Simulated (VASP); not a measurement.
# Quasiparticle energies of MgO (Periclase) in VASP

Wanted: how far GW moves the Kohn-Sham levels of MgO (Periclase). The cell is of the rock-salt type, one of the forms listed for this formula. The start is a cell from a database of measured crystal structures.

Method: PBE; plane waves and PAW (Mg_GW, O_GW), in the first sound run; inputs show where later runs differ, in VASP 6.6.1.

**Measured values to reproduce.**

For MgO, rocksalt (bulk crystal), “Electronic structure of alkaline earth and post-transition metal oxides” (2009, arxiv:0908.1581) quotes earlier work: band gap (literature experimental gap) 7.83 eV [Literature value based on experiment; other listed experimental values range from 7.7 to …].

The database entry behind the starting cell differs from later determinations by our own check (about 0.1 % long), so it need not match the best structure at ambient conditions.

### Step 1. The structure

It takes space group Fm-3m (No. 225, cubic). Conventional cell: a = 4.217 Å, b = 4.217 Å, c = 4.217 Å, α = 90.00°, β = 90.00°, γ = 90.00°. Nearest to Mg lie 6 O at 2.11 Å. Nearest to O lie 6 Mg at 2.11 Å. Farther neighbours and most contacts between anions are not listed.

### Step 2. Empty bands, functional PBE

The next step needs empty bands that the ground-state run didn't converge, so the Hamiltonian is diagonalised exactly for NBANDS bands, in a single step. LOPTICS writes the k-derivatives of the orbitals (WAVEDER), which give the long-wavelength limit of the screening.

Input file INCAR:

```
SYSTEM = MgO
PREC = Accurate
ENCUT = 440
ISMEAR = 0
SIGMA = 0.01
LREAL = .FALSE.
GGA = PE
NBANDS = 56
ALGO = Exact
NELM = 1
LWAVE = .TRUE.
LCHARG = .FALSE.
LOPTICS = .TRUE.
NEDOS = 1000
CSHIFT = 0.1
```

Input file POSCAR:

```
MgO
1.0
    0.0000000000      2.1085000000      2.1085000000
    2.1085000000      0.0000000000      2.1085000000
    2.1085000000      2.1085000000      0.0000000000
Mg O
1 1
Direct
    0.0000000000      0.0000000000      0.0000000000
    0.5000000000      0.5000000000      0.5000000000
```

Input file KPOINTS:

```
Automatic mesh
0
Gamma
6 6 6
0 0 0
```

PAW data sets: Mg_GW and O_GW (PBE family, release 64).

Run with:

```console
mpirun -np 8 vasp_std
```

What it wrote:

```text
[banner, memory and clock lines left out]
running    8 mpi-ranks, on    1 nodes
 distrk:  each k-point on    8 cores,    1 groups
 distr:  one band on    1 cores,    8 groups

 POSCAR found type information on POSCAR MgO
 POSCAR found :  2 types and       2 ions
|                                                                             |
|           W    W    AA    RRRRR   N    N  II  N    N   GGGG   !!!           |
|           W    W   A  A   R    R  NN   N  II  NN   N  G    G  !!!           |
|           W    W  A    A  R    R  N N  N  II  N N  N  G       !!!           |
|           W WW W  AAAAAA  RRRRR   N  N N  II  N  N N  G  GGG   !            |
|           WW  WW  A    A  R   R   N   NN  II  N   NN  G    G                |
|           W    W  A    A  R    R  N    N  II  N    N   GGGG   !!!           |
|                                                                             |
|     For optimal performance we recommend to set                             |
|       NCORE = 2 up to number-of-cores-per-socket                            |
|     NCORE specifies how many cores store one orbital (NPAR=cpu/NCORE).      |
|     This setting can greatly improve the performance of VASP for DFT.       |
|     The default, NCORE=1 might be grossly inefficient on modern             |
|     multi-core architectures or massively parallel machines. Do your        |
|     Unfortunately you need to use the default for GW and RPA                |
|     calculations (for HF NCORE is supported but not extensively tested      |
|     yet).                                                                   |
|                                                                             |

 LDA part: xc-table for (Slater+PW92), standard interpolation
 found WAVECAR, reading the header
  number of bands has changed, file:    10 present:    56
  trying to continue reading WAVECAR, but it might fail
 POSCAR, INCAR and KPOINTS ok, starting setup
 FFT: planning ... GRIDC
 FFT: planning ... GRID_SOFT
 FFT: planning ... GRID
 reading WAVECAR
 random initialization beyond band           10
 the WAVECAR file was read successfully
 initial charge from wavefunction
 entering main loop
       N       E                     dE             d eps       ncg     rms          rms(c)
DIA:   1    -0.119184854190E+02   -0.11918E+02    0.00000E+00     0   0.000E+00
   1 F= -.11918485E+02 E0= -.11918485E+02  d E =-.107412E-26
 writing wavefunctions
 optical routines
 imaginary and real dielectric function
 recalculating local potential from charge density
 direction            1
 direction            2
 direction            3
```

The job ended after 1.6 s (8 MPI ranks of Intel Xeon 6975P-C (Granite Rapids), shared host; peak memory 0.87 GiB; 7.3 s of CPU time).

Lines that name or quote the potential files are left out of all logs, and their timing lines are given in words.

OUTCAR, selected parts (step 2):

```text
ion  position               nearest neighbor table
   1  0.000  0.000  0.000-   2 2.11   2 2.11   2 2.11   2 2.11   2 2.11   2 2.11
   2  0.500  0.500  0.500-   1 2.11   1 2.11   1 2.11   1 2.11   1 2.11   1 2.11

  LATTYP: Found a face centered cubic cell.
 ALAT       =     4.2170000000

 Subroutine GETGRP returns: Found 48 space group operations
 (whereof 48 operations were pure point group operations)

The static configuration has the point symmetry O_h .

 Found     16 irreducible k-points:

   k-points           NKPTS =     16   k-points in BZ     NKDIM =     16   number of bands    NBANDS=     56

   dimension x,y,z NGX =    20 NGY =   20 NGZ =   20
   dimension x,y,z NGXF=    40 NGYF=   40 NGZF=   40

   ENCUT  =  440.0 eV  32.34 Ry    5.69 a.u.   5.10  5.10  5.10*2*pi/ulx,y,z

   NELECT =       8.0000    total number of electrons

 k-points in reciprocal lattice and weights: Automatic mesh
   0.00000000  0.00000000  0.00000000       0.005
   0.16666667  0.00000000  0.00000000       0.037
   0.33333333  0.00000000  0.00000000       0.037
   0.50000000  0.00000000  0.00000000       0.019
   0.16666667  0.16666667  0.00000000       0.028
   0.33333333  0.16666667  0.00000000       0.111
   0.50000000  0.16666667  0.00000000       0.111
  -0.33333333  0.16666667  0.00000000       0.111
  -0.16666667  0.16666667  0.00000000       0.056
[...]
-0.33333333  0.33333333  0.16666667       0.111
  -0.33333333  0.50000000  0.16666667       0.056

 average (electrostatic) potential at core
       1 -35.0748       2 -69.6280

 E-fermi :   3.2311

 k-point     1 :       0.0000    0.0000    0.0000
  band No.  band energies     occupation
      1     -14.0907      2.00000
      2       3.1585      2.00000
      3       3.1585      2.00000
      4       3.1585      2.00000
      5       7.8495      0.00000
      6      18.9459      0.00000
      7      18.9459      0.00000
      8      18.9459      0.00000
      9      22.8515      0.00000
    ...

 k-point     2 :       0.1667    0.0000    0.0000
  band No.  band energies     occupation
      1     -13.8081      2.00000
      2       1.6570      2.00000
      3       2.9887      2.00000
      4       2.9887      2.00000
      5       9.2745      0.00000
      6      16.6124      0.00000
      7      19.5076      0.00000
      8      19.5076      0.00000
      9      23.2799      0.00000
    ...

 k-point     3 :       0.3333    0.0000    0.0000
  band No.  band energies     occupation
      1     -13.1787      2.00000
      2      -0.5009      2.00000
      3       2.6635      2.00000
      4       2.6635      2.00000
      5      10.7979      0.00000
      6      15.4495      0.00000
      7      19.6677      0.00000
      8      19.6677      0.00000
      9      24.0066      0.00000
    ...

  Total       -0.0321206     -0.0321206     -0.0321206      0.0000000      0.0000000     -0.0000000
  in kB       -2.7450061     -2.7450061     -2.7450061      0.0000000      0.0000000     -0.0000000
  external PRESSURE =      -2.7450061 kB  Pullay stress =       0.0000000 kB

  energy-cutoff  :      440.00
  volume of cell :       18.75
      direct lattice vectors                 reciprocal lattice vectors
     0.000000000  2.108500000  2.108500000    -0.237135404  0.237135404  0.237135404
     2.108500000  0.000000000  2.108500000     0.237135404 -0.237135404  0.237135404
     2.108500000  2.108500000  0.000000000     0.237135404  0.237135404 -0.237135404

 POSITION                                       TOTAL-FORCE (eV/Angst)
 -----------------------------------------------------------------------------------
      0.00000      0.00000      0.00000         0.000000      0.000000     -0.000000
      2.10850      2.10850      2.10850        -0.000000     -0.000000      0.000000
 -----------------------------------------------------------------------------------
    total drift:                                0.000000      0.000000      0.000000

  FREE ENERGIE OF THE ION-ELECTRON SYSTEM (eV)
  ---------------------------------------------------
  free  energy   TOTEN  =       -11.9184854190 eV

  energy  without entropy=      -11.9184854190  energy(sigma->0) =      -11.91848542

 plasma frequency squared (from intraband transitions) (eV^2)
  --------------------------------------------------------------------------------------
       0.000       0.000      -0.000
       0.000       0.000       0.000
       0.000       0.000       0.000

[... 3 further parts left out ...]
```

The gap is read on the k-mesh alone, so it is an upper bound where the band edges lie off the mesh.

A gap read on the k-mesh alone can miss the band edges.

Numbers from this step:

| Quantity | Value |
| --- | --- |
| gap on the k-mesh | 4.691 eV |
| least direct gap on the k-mesh | 4.691 eV |

WAVECAR now holds 56 bands for 8 electrons. Its independent-particle dielectric tensor has xx, yy, zz = 3.2, 3.2, 3.2 on this mesh, which isn't tested for convergence in mesh or bands and lacks local fields.

### Step 3. G0W0, functional PBE, start PBE

This step: G0W0 on PBE; plane waves and PAW (Mg_GW, O_GW) (VASP 6.6.1).

One pass of GW corrects the levels to first order, with G and W from the starting orbitals.

Input file INCAR:

```
SYSTEM = MgO
PREC = Accurate
ENCUT = 440
ISMEAR = 0
SIGMA = 0.01
LREAL = .FALSE.
GGA = PE
NBANDS = 56
ALGO = EVGW0
NELMGW = 1
ENCUTGW = 120
NOMEGA = 64
PRECFOCK = Fast
NBANDSGW = 16
LWAVE = .FALSE.
LCHARG = .FALSE.
```

POSCAR is that of step 2.

KPOINTS is that of step 2.

Run with:

```console
mpirun -np 8 vasp_std
```

What it wrote:

```text
[banner, memory and clock lines left out]
running    8 mpi-ranks, on    1 nodes
 distrk:  each k-point on    8 cores,    1 groups
 distr:  one band on    1 cores,    8 groups

 POSCAR found type information on POSCAR MgO
 POSCAR found :  2 types and       2 ions
 [... a notice as in an earlier step ...]

|                                                                             |
|           W    W    AA    RRRRR   N    N  II  N    N   GGGG   !!!           |
|           W    W   A  A   R    R  NN   N  II  NN   N  G    G  !!!           |
|           W    W  A    A  R    R  N N  N  II  N N  N  G       !!!           |
|           W WW W  AAAAAA  RRRRR   N  N N  II  N  N N  G  GGG   !            |
|           WW  WW  A    A  R   R   N   NN  II  N   NN  G    G                |
|           W    W  A    A  R    R  N    N  II  N    N   GGGG   !!!           |
|                                                                             |
|     The default for ENCUTGWSOFT is different in this version of VASP.       |
|     please manually set ENCUTGWSOFT =120 in the INCAR file.                 |
|                                                                             |

 LDA part: xc-table for (Slater+PW92), standard interpolation
 found WAVECAR, reading the header
 POSCAR, INCAR and KPOINTS ok, starting setup
 FFT: planning ... GRIDC
 FFT: planning ... GRID_SOFT
 FFT: planning ... GRID
 reading WAVECAR
 the WAVECAR file was read successfully
 initial charge from wavefunction
 available memory per node:     31.21 GB, setting MAXMEM to     31964

 The Fermi energy was updated, please check that it is located mid-gap
 values below the HOMO (VB) or above the LUMO (CB) will cause erroneous energies
 E-fermi :   5.5040

 calculate exact exchange contribution
 the WAVEDER file was read successfully
energies w=
    0.000    0.000    0.588    0.000    1.174    0.000    1.758    0.000
    2.338    0.000    2.913    0.000    3.482    0.000    4.045    0.000
    4.600    0.000    5.148    0.000    5.689    0.000    6.222    0.000
    6.748    0.000    7.266    0.000    7.778    0.000    8.284    0.000
    8.785    0.000    9.282    0.000    9.774    0.000   10.264    0.000
   10.752    0.000   11.240    0.000   11.727    0.000   12.216    0.000
   12.708    0.000   13.203    0.000   13.704    0.000   14.211    0.000
   14.727    0.000   15.253    0.000   15.790    0.000   16.342    0.000
   16.909    0.000   17.494    0.000   18.101    0.000   18.732    0.000
   19.390    0.000   20.079    0.000   20.805    0.000   21.570    0.000
   22.383    0.000   23.249    0.000   24.177    0.000   25.174    0.000
   26.255    0.000   27.430    0.000   28.717    0.000   30.136    0.000
   31.710    0.000   33.472    0.000   35.458    0.000   37.720    0.000
   40.321    0.000   43.347    0.000   46.916    0.000   51.189    0.000
   56.398    0.000   62.887    0.000   71.191    0.000   82.184    0.000
   97.406    0.000  119.838    0.000  156.115    0.000  224.590    0.000
 responsefunction array rank=      64
 LDA part: xc-table for (Slater+PW92), standard interpolation

 min. memory requirement per mpi rank     78.7 MB, per node    629.8 MB

 allocating   8 responsefunctions rank=    64
 shmem allocating  64 responsefunctions rank=    64
 response function shared by NCSHMEM nodes    1
 Doing            8  frequencies on each core in blocks of           64
NQ=   1    0.0000    0.0000    0.0000,
|.........|.........|.........|.........|.........|.........|.........|.........
 performed        118000 updates of chi_q(r,r)
 total number of BLAS operations          3.30 Gflops
NQ=   2    0.1667    0.0000    0.0000,
|.........|.........|.........|.........|.........|.........|.........|.........
 performed        401000 updates of chi_q(r,r)
 total number of BLAS operations         11.19 Gflops
NQ=   3    0.3333    0.0000    0.0000,
|.........|.........|.........|.........|.........|.........|.........|.........
 performed        684000 updates of chi_q(r,r)
 total number of BLAS operations         18.82 Gflops
NQ=   4    0.5000    0.0000    0.0000,
|.........|.........|.........|.........|.........|.........|.........|.........
 performed        877000 updates of chi_q(r,r)
 total number of BLAS operations         23.01 Gflops
NQ=   5    0.1667    0.1667    0.0000,
|.........|.........|.........|.........|.........|.........|.........|.........
 performed       1119000 updates of chi_q(r,r)
 total number of BLAS operations         29.99 Gflops
NQ=   6    0.3333    0.1667    0.0000,
|.........|.........|.........|.........|.........|.........|.........|.........
 performed       1552000 updates of chi_q(r,r)
 total number of BLAS operations         40.11 Gflops
NQ=   7    0.5000    0.1667    0.0000,
|.........|.........|.........|.........|.........|.........|.........|.........
 performed       1985000 updates of chi_q(r,r)
 total number of BLAS operations         50.61 Gflops
NQ=   8   -0.3333    0.1667    0.0000,
|.........|.........|.........|.........|.........|.........|.........|.........
 performed       2418000 updates of chi_q(r,r)
 total number of BLAS operations         61.50 Gflops
NQ=   9   -0.1667    0.1667    0.0000,
|.........|.........|.........|.........|.........|.........|.........|.........
 performed       2758000 updates of chi_q(r,r)
 total number of BLAS operations         70.98 Gflops
NQ=  10    0.3333    0.3333    0.0000,
|.........|.........|.........|.........|.........|.........|.........|.........
 performed       3000000 updates of chi_q(r,r)
 total number of BLAS operations         76.22 Gflops
NQ=  11    0.5000    0.3333    0.0000,
|.........|.........|.........|.........|.........|.........|.........|.........
 performed       3433000 updates of chi_q(r,r)
 total number of BLAS operations         87.11 Gflops
NQ=  12   -0.3333    0.3333    0.0000,
|.........|.........|.........|.........|.........|.........|.........|.........
 performed       3773000 updates of chi_q(r,r)
 total number of BLAS operations         94.48 Gflops
NQ=  13    0.5000    0.5000    0.0000,
|.........|.........|.........|.........|.........|.........|.........|.........
 performed       3945000 updates of chi_q(r,r)
 total number of BLAS operations        100.13 Gflops
NQ=  14    0.5000    0.3333    0.1667,
|.........|.........|.........|.........|.........|.........|.........|.........
 performed       4382000 updates of chi_q(r,r)
 total number of BLAS operations        111.10 Gflops
NQ=  15   -0.3333    0.3333    0.1667,
|.........|.........|.........|.........|.........|.........|.........|.........
 performed       4772000 updates of chi_q(r,r)
 total number of BLAS operations        120.91 Gflops
NQ=  16   -0.3333    0.5000    0.1667,
|.........|.........|.........|.........|.........|.........|.........|.........
 performed       5112000 updates of chi_q(r,r)
 total number of BLAS operations        128.86 Gflops
 resolving degeneracies of screened two electron integrals

 calculate QP shifts <psi_nk| G(iteration)W_0 |psi_nk>: iteration 1
 entering main loop
```

It took 11 s on 8 MPI ranks; peak memory 1.1 GiB.

Parts of OUTCAR (step 3):

```text
The static configuration has the point symmetry O_h .

 Found     16 irreducible k-points:

   k-points           NKPTS =     16   k-points in BZ     NKDIM =    216   number of bands    NBANDS=     56

   NELECT =       8.0000    total number of electrons

 E-fermi :   5.5040

 QP shifts <psi_nk| G(iteration)W_0 |psi_nk>: iteration 1
 for sc-GW calculations column KS-energies equals QP-energies in previous step
 and V_xc(KS)=  KS-energies - (<T + V_ion + V_H > + <T+V_H+V_ion>^1  + <V_x>^1)
 k-point   1 :       0.0000    0.0000    0.0000
  band No.  KS-energies  QP-energies   sigma(KS)   V_xc(KS)     V^pw_x(r,r')   Z            occupation Imag(sigma)
      1     -14.0907     -16.1269     -21.0928     -18.1268     -29.9072       0.6865       2.0000       1.0933
      2       3.1585       1.9849     -21.2125     -19.7195     -25.2098       0.7861       2.0000       0.0682
      3       3.1585       1.9849     -21.2125     -19.7195     -25.2098       0.7861       2.0000       0.0682
      4       3.1585       1.9849     -21.2125     -19.7195     -25.2098       0.7861       2.0000       0.0682
      5       7.8495       9.0969     -10.6779     -12.1594      -7.4288       0.8420       0.0000      -0.0465
      6      18.9459      20.2210      -7.4890      -9.0285      -3.0723       0.8283       0.0000      -0.0922
      7      18.9459      20.2210      -7.4890      -9.0285      -3.0723       0.8283       0.0000      -0.0922
      8      18.9459      20.2210      -7.4890      -9.0285      -3.0723       0.8283       0.0000      -0.0922
    ...

 k-point   2 :       0.1667    0.0000    0.0000
  band No.  KS-energies  QP-energies   sigma(KS)   V_xc(KS)     V^pw_x(r,r')   Z            occupation Imag(sigma)
      1     -13.8081     -15.8543     -21.3505     -18.3785     -30.1119       0.6885       2.0000       1.0669
      2       1.6570       0.2694     -19.3750     -17.5992     -23.2464       0.7814       2.0000       0.0736
      3       2.9887       1.7811     -21.0593     -19.5203     -25.0780       0.7846       2.0000       0.0690
      4       2.9887       1.7811     -21.0593     -19.5203     -25.0780       0.7846       2.0000       0.0690
      5       9.2745      10.6681     -11.6721     -13.3487      -8.4575       0.8312       0.0000      -0.0494
      6      16.6124      17.8658      -8.1366      -9.6606      -3.7685       0.8225       0.0000      -0.0869
      7      19.5076      20.8219      -7.6669      -9.2672      -3.1596       0.8212       0.0000      -0.1027
      8      19.5076      20.8219      -7.6669      -9.2672      -3.1596       0.8212       0.0000      -0.1027
    ...

 k-point   3 :       0.3333    0.0000    0.0000
  band No.  KS-energies  QP-energies   sigma(KS)   V_xc(KS)     V^pw_x(r,r')   Z            occupation Imag(sigma)
      1     -13.1787     -15.2875     -21.9951     -19.0304     -30.6663       0.7113       2.0000       1.0243
      2      -0.5009      -2.1815     -17.8179     -15.6266     -21.9725       0.7669       2.0000       0.0970
      3       2.6635       1.3989     -20.7956     -19.1784     -24.8599       0.7819       2.0000       0.0708
      4       2.6635       1.3989     -20.7956     -19.1784     -24.8599       0.7819       2.0000       0.0708
      5      10.7979      12.1362     -10.1147     -11.7161      -6.4608       0.8358       0.0000      -0.0583
      6      15.4495      17.1816     -11.0372     -13.1869      -6.7781       0.8057       0.0000      -0.0859
      7      19.6677      21.1102      -7.6026      -9.3550      -3.1126       0.8231       0.0000      -0.0997
      8      19.6677      21.1102      -7.6026      -9.3550      -3.1126       0.8231       0.0000      -0.0997
    ...

[... 7 parts as in an earlier step ...]

[... 5 further parts left out ...]
```

Numbers from this step:

- quasiparticle gap on the mesh: 7.112 eV
- smallest direct quasiparticle gap on the mesh: 7.112 eV
- gap of the starting orbitals on the mesh: 4.691 eV

GW takes the gap from 4.691 to 7.112 eV. The value holds for 56 bands, ENCUTGW = 120 eV and this mesh, and isn't shown to be converged in them.

(Continued in part 2 of 5.)

[Lines on the potential files, build, host, timing and source positions are cut from VASP's logs without a mark.]

[Logs are printed without paths, hosts, clocks, repeated set-up lines and the standing remarks that a program may print on its own settings, such as how far it seeks lower states.]

[Hosts, paths, dates, database ids (printed as entryN), source tags and the programs' standing remarks are cut or masked in the printed files.]

[Pressures printed for these runs are not shown converged in the cutoff: they can be off by several GPa and have the wrong sign.]
